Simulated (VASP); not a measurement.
Input:

```
Mg
1.0
    1.60671    -2.78290     0.00000
    1.60671     2.78290     0.00000
    0.00000     0.00000     5.10691
Mg
2
Direct
  0.33333   0.66667   0.25000
  0.66667   0.33333   0.75000
```

Computed with PW91 GGA, VASP's PBE PAW potentials (set 64) (plane waves; VASP). Run with 520 eV cut-off, Gaussian smearing of 0.050 eV, potentials Mg.

**Question.** What does the run give for the band gap (along the path) with the smallest direct gap where there is one?

**Answer.** 
```
Property                                                      Value
-------------------------  ----------------------------------------
band gap (along the path)  none (metal, semimetal or under 0.01 eV)
```

The absolute energy has meaning only against runs of the same code, potentials and settings.

The compound is Mg in the hcp structure. It was relaxed first.
